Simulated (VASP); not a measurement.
A VASP calculation is set up with these files.

File KPOINTS:
```
kpoints
0
Gamma
7 7 11
```

INCAR:
```
ALGO=Normal
EDIFF=1E-6
EDIFFG=-0.02
ENCUT=620
IBRION=2
ISIF=3
ISMEAR=1
ISPIN=2
LASPH=.True.
LCHARG=.False.
LMAXMIX=4
LORBIT=10
LREAL=.False.
LWAVE=.False.
MAGMOM=2.1 -2.1 -0.0 2*0.0 -0.0
NELM=100
NSW=40
PREC=Accurate
PSTRESS=100
SIGMA=0.1
SYSTEM=MnO2
```

File POSCAR:
```
MnO2
1.0
  4.2786122484   0.0000000000   0.0000000000
  0.0000000000   4.2786122484   0.0000000000
  0.0000000000   0.0000000000   2.7552103238
Mn O
2 4
Cart
  0.0000000000   0.0000000000   0.0000000000
  2.1393061242   2.1393061242   1.3776051619
  1.2872005245   1.2872005245   0.0000000000
  3.4265066487   0.8521055997   1.3776051619
  0.8521055997   3.4265066487   1.3776051619
  2.9914117239   2.9914117239   0.0000000000
```

POTCAR, in this order: Mn_pv O (LDA.64 set). Program: vasp_std.

### Question
Write an equivalent input for Ansatz.

### Answer
One equivalent input (not run):
Ansatz 0.2 input:
```yaml
crystal:
  lattice:
    - [4.2786122, 0.0000000, 0.0000000]
    - [0.0000000, 4.2786122, 0.0000000]
    - [0.0000000, 0.0000000, 2.7552103]
  atoms:
    - { symbol: Mn, position: [0.0000000, 0.0000000, 0.0000000], spin: 2.1 }
    - { symbol: Mn, position: [0.5000000, 0.5000000, 0.5000000], spin: -2.1 }
    - { symbol: O, position: [0.3008453, 0.3008453, 0.0000000] }
    - { symbol: O, position: [0.8008453, 0.1991547, 0.5000000] }
    - { symbol: O, position: [0.1991547, 0.8008453, 0.5000000] }
    - { symbol: O, position: [0.6991547, 0.6991547, 0.0000000] }
kpoints:
  mp_grid: { grid: [7, 7, 11] }
hamiltonian:
  xc: lda
  pseudopotentials: { kind: paw }
magnetization: { spin_polarized: true }
scf:
  occupations: { method: methfessel_paxton, width: 0.1 }
  max_iter: 100
relax:
  max_steps: 40
  f_tol: 0.02
  cell: { p_target: 10 }
output: { forces: true, stress: true, eigenvalues: true }
```
The two are equivalent in intent, not identical: each code has its own PAW files, so the cut-off isn't converted (ENCUT is set for VASP's; basis.ecutwfc is left out, and Ansatz then takes the one that its files recommend); Ansatz stops its SCF on the density residual and VASP on the energy change (EDIFF); Ansatz's lda is the Perdew-Wang form, while the LDA potentials of VASP carry Perdew-Zunger's.

The compound is MnO2 in the rutile structure. It was relaxed first under an external pressure of 10 GPa.
